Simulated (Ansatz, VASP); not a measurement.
# Cross-check of Ru (Ruthenium) between VASP and Ansatz, part 2 of 2

One calculation is typed for both programs; each brings its own data sets. How far apart do they land? The cell is taken from a series of runs on this material, whose earlier steps may have relaxed, scaled, displaced or heated it; both programs get it as it stands.

VASP 6.6.1 and Ansatz 0.2.0.

So far: Set-up; VASP: zone-centre phonons, LDA.

## Step 3: Ansatz: zone-centre phonons, LDA

Level of this step: Ansatz beside VASP: Kohn-Sham DFT, plane waves, LDA (Ansatz).

Ansatz runs on its PAW soft_1 files.

The same cell, functional (in two slightly different forms), mesh and smearing now go to Ansatz, which takes its cutoff from its data sets.

input.yaml reads:

```yaml
crystal:
  lattice:
    - [2.5679082453, 0.0, 0.0]
    - [-1.2839541227, 2.223873775, 0.0]
    - [0.0, 0.0, 4.3206064799]
  atoms:
    - { symbol: Ru, position: [0.3333333333, 0.6666666667, 0.25] }
    - { symbol: Ru, position: [0.6666666667, 0.3333333333, 0.75] }
kpoints:
  mp_grid: { grid: [18, 18, 12] }
hamiltonian:
  xc: lda
  pseudopotentials: { kind: paw, azcp: { folder: soft_1 }, xc_functional: pbe }
scf:
  occupations: { method: methfessel_paxton, width: 0.2 }
output:
  eigenvalues: true
phonons:
  method: dfpt
```

Launch:

```
> ansatz run input.yaml --threads 4 --pin off --max-ram 10240MiB --backend cpu --events-out ev --progress --plain --runs-dir out
```

Numbers of over 12 decimals in the logs are rounded to 6 here.

What it wrote:

```text
zone centre: on kpoints.mp_grid the ground state, and the responses unless they are solved on pairs of k-points, stand on 637 of the mesh's 3888 k-points, reduced under 4 symmetry operations, with k and −k counted as one. Each operation leaves every solved displacement unchanged or reverses it
Engine: ansatz 0.2.0, aarch64-unknown-linux-gnu
Pseudopotentials: kind: paw
Pseudopotential: Ru, paw, valence charge 16, recommended cutoff 420 eV (normal), soft_1/Ru.paw.azcp
Functional definition: SPW92
  exchange = slater_x
  correlation = pw_c
Crystal: 2 atoms, lattice volume = 24.674 Å³
Basis set: ecut = 420 eV, 501 PW (Γ), exchange–correlation on 36×36×60 points (8 copies of the dense FFT grid, shifted against one another)
Bands: 20, of which v1, the nominal top of the filled ones, is band 16 counted from 1 (15 counted from 0)
Symmetry: 24 space group operations
k-points: 637 of 3888 (irreducible under 4 space group operations, time reversal used)
Non-local potential: Ru, projectors of the file, l = 0: 3, l = 1: 2, l = 2: 2, l = 3: 1
PAW form: soft (Blöchl's): semilocal exchange-correlation on the pseudo side does not see the compensation charge
PAW frozen core: Ru, regenerated for the run's functional, and the local potential with it (the file was generated under x = pbe(κ = 0.804, μ = 0.219515), c = pbe(β = 0.066725))
PAW one-centre angular grid: Ru, 590 points (default); XC on 64 Gauss nodes
Initial density: superposition of atomic densities (chi_scale 0.1, normalization cell)
Initial wavefunctions: pseudopotential atomic-orbital guess
Functional: x = slater, c = lda
SCF iter   1: F=—  HF=-11517.783763 eV  |F-HF|=—  |Δ(HF+E_count)|=         —  Δρ=1.30e-1  dr2=3.72e0  ethr=3.10e-3  ⟨swp⟩=5.0  Hψ=113202  notcnv=0  defer=41
automatic band count: the SCF goes on with 24 bands, as 20 were too few: they end inside the smearing window of the response
preconditioner: auto → none  [metal: Δε(μ)=0.008 eV  Ē_g=12.560 eV  σ=0.200 eV  W_gap=0.04  n_scr=8 (ndim 8)  ℏωp=29.9 eV  f_vac=0.000  D(μ)=1.41/eV (n_scr^D=22)  sad-step TF]
SCF iter   2: F=—  HF=-11516.852457 eV  |F-HF|=—  |Δ(HF+E_count)|=   9.31e-1  S|Δr|=    0.00e0  Δρ=7.29e-2  dr2=1.16e0  ethr=3.10e-3  ⟨swp⟩=2.8  Hψ=28944  notcnv=0  defer=1774
SCF iter   3: F=—  HF=-11516.434853 eV  |F-HF|=—  |Δ(HF+E_count)|=   4.18e-1  S|Δr|=    0.00e0  Δρ=3.82e-3  dr2=1.87e-3  ethr=3.10e-3  ⟨swp⟩=2.0  Hψ=21841  notcnv=0  defer=1774
SCF iter   4: F=—  HF=-11516.435043 eV  |F-HF|=—  |Δ(HF+E_count)|=   1.91e-4  S|Δr|=    0.00e0  Δρ=4.62e-4  dr2=2.14e-5  ethr=5.84e-6  ⟨swp⟩=2.7  Hψ=30495  notcnv=0  defer=1667
SCF iter   5: F=—  HF=-11516.435049 eV  |F-HF|=—  |Δ(HF+E_count)|=   5.77e-6  S|Δr|=    0.00e0  Δρ=1.45e-4  dr2=3.16e-6  ethr=6.70e-8  ⟨swp⟩=2.6  Hψ=24373  notcnv=0  defer=1667
SCF iter   6: F=—  HF=-11516.435048 eV  |F-HF|=—  |Δ(HF+E_count)|=   1.07e-6  S|Δr|=    0.00e0  Δρ=2.61e-5  dr2=8.20e-8  ethr=9.87e-9  ⟨swp⟩=2.2  Hψ=22185  notcnv=0  defer=1667
SCF iter   7: F=—  HF=-11516.435048 eV  |F-HF|=—  |Δ(HF+E_count)|=   3.23e-8  S|Δr|=    0.00e0  Δρ=2.54e-6  dr2=9.66e-10  ethr=2.56e-10  ⟨swp⟩=2.5  Hψ=24106  notcnv=0  defer=1667
SCF iter   8: F=-11516.435048 eV  HF=-11516.435048 eV  |F-HF|=0.00e0  |Δ(HF+E_count)|=  3.64e-12  S|Δr|=    0.00e0  Δρ=1.74e-7  dr2=5.39e-12  ethr=1.00e-12  ⟨swp⟩=9.0  Hψ=89452  notcnv=0
SCF 1 converged in 8 iterations: F = -11516.435048 eV  dr2 = 5.39e-12
  greatest PAW one-centre occupation: 1.000 electrons in one spin orbital (limit 2), on the Ru atom at site 1 (counted from 0), in its partial waves of l = 0
DFPT response loops at Γ: preconditioner auto → Kerker (q_TF=auto, 2.849 Å⁻¹) (partly filled bands, converged f_vac=0.000); β = 1.00, the filter's whole step (`scf.mixing.beta` (0.50) is not read by the response loops under this deck's `scf.mixing.preconditioner`; to damp them name `kerker` or `kerker_dos`, under which they read `scf.mixing.beta`, and type it under 1.00, their step now; both keys bind the ground state too); Broyden in place of MSR1
SCF converged after 8 iterations
Stability not checked: this state was not tested for a lower state beside it, because cold or Methfessel-Paxton smearing, or corrected tetrahedra, fill the levels in a way that the test cannot read (fill_not_monotonic; see scf.lower_state_search)
Free energy (F): -11516.435048 eV
Harris-Foulkes:  -11516.435048 eV  (|F-HF|=0.00e0)
Internal energy: -11516.435568 eV  (E = F + TS)
E sigma→0 (E₀):  -11516.435178 eV
Entropy (-TS):   0.000520 eV (0.260 meV/atom)
Fermi energy:    25.885575 eV
Step filling:    the computed levels leave a gap of 0.0000 eV = 0.0 smearing widths at the electron count; against every level under it full and every level over it empty, smearing changes F+E_penalty+E_count by +0.264 meV and its σ→0 estimate by +0.134 meV
--- Per-component energies (eV) ---
  E_band       = -38.310972
  E_kinetic    = 930.183561
  E_local      = -2350.054045  (includes V_loc(G=0)·N_el)
  E_nonlocal   = 837.003390
  E_hartree    = 778.851332
  E_xc         = -341.876369
  E_vxc        = -434.013069  (∫ρ·V_xc dr)
  E_paw        = -6764.574379  (= ΣΔE_a)
  E_vpaw       = -579.134730  (= ΣTr[D̂ρ^β])
  E_aug_tail   = 0.001120  (compensation charges beyond the density's cutoff)
  E_ewald      = -4607.113547
  E_core_change = 1.143369  (= ΣΔE_core)
  E_smearing   = 0.000520  (= −TS)
  E_closure    = -0.000000  (closes the sum)
  Σ components = -11516.435048   (vs F -11516.435048, Δ=0.00e0)
--- Band table (eV; the first three rows and the last of 637) ---
  k-point 0: bands = [... 12 lower, 22.9223, 23.5628, 23.5628, 24.8181, 24.8181, 26.5677, 27.2951, 27.2951, ... 4 higher]
  k-point 1: bands = [... 12 lower, 22.8982, 23.5274, 23.5274, 24.9005, 24.9005, 26.3161, 27.2891, 27.2891, ... 4 higher]
  k-point 2: bands = [... 12 lower, 22.8444, 23.4298, 23.4298, 25.1251, 25.1251, 25.6577, 27.2615, 27.2615, ... 4 higher]
  k-point 636: bands = [... 12 lower, 22.9166, 22.9166, 24.3685, 24.3685, 27.8357, 27.8357, 31.7611, 31.7611, ... 4 higher]
--- Phonons (Γ-DFPT): 2 representative perturbations + reference, on 637 of 3888 k-points (Σ response iterations 6) ---
  k mesh reduced under 4 symmetry operations, with k and −k counted as one. Each operation leaves every solved displacement unchanged or reverses it
  ASR residual: 1.783e-4 → 0.000e0 eV/Å²; symmetrization residual: 7.428e-10 eV/Å²
  ASR residual per site (eV/Å²): 1.78e-4 1.78e-4
  Γ frequencies (cm⁻¹): 0.00 0.00 0.00 208.64 208.64 268.76
  non-analytic LO–TO correction: not included (Born effective charges unavailable; polar crystals: no LO–TO splitting at Γ)
```

The column dr2 measures how far the density is from self-consistency, as an energy; F and HF (Harris–Foulkes) agree once it is small.

## Step 4: Differences

Known differences besides the potentials themselves: the data sets hold 32 valence electrons in Ansatz (on its PAW soft_1 files) and 28 in VASP; the cutoff is 420 eV in Ansatz and 500 eV in VASP; VASP's log shows a relativistic correction to its local exchange, Ansatz's none. Total energies have different zeros and are not compared.

The two programs side by side:

```tsv
quantity	Ansatz	VASP	difference
optical mode 1 to 2 (cm⁻¹)	208.6	209.1	-0.20 %
optical mode 3 (cm⁻¹)	268.8	271.5	-1.02 %
```

Modes are paired by rising frequency, not by their patterns, so a pair may set unlike modes beside each other; they are those without the splitting of longitudinal modes.

## Step 5: Summary of results

```yaml
r_m_s_difference_of_the_optical_zone_centre_modes_each_program_s_sorted_by_frequency_zone_centre_phonons_lda: 1.6 cm⁻¹
difference_in_optical_mode_3_zone_centre_phonons_lda: -1.0 %
```

What this shows: The r.m.s. difference of the optical zone-centre modes, each program's sorted by frequency is 1.6 cm⁻¹ (zone-centre phonons, LDA). The data sets hold unlike numbers of valence electrons (32 in Ansatz and 28 in VASP), so part of the differences comes from the potentials. Among the rows given in per cent, the largest difference of the zone-centre phonons, LDA pair is in optical mode 3, -1.0 %. How closely two codes agree says nothing of how well the functional describes the real material.

[Lines on the potential files, build, host, timing and source positions are cut from VASP's logs without a mark.]

[Logs are printed without paths, hosts, clocks, repeated set-up lines and the standing remarks that a program may print on its own settings, such as how far it seeks lower states.]

[Hosts, paths, dates, database ids (printed as entryN), source tags and the programs' standing remarks are cut or masked in the printed files.]
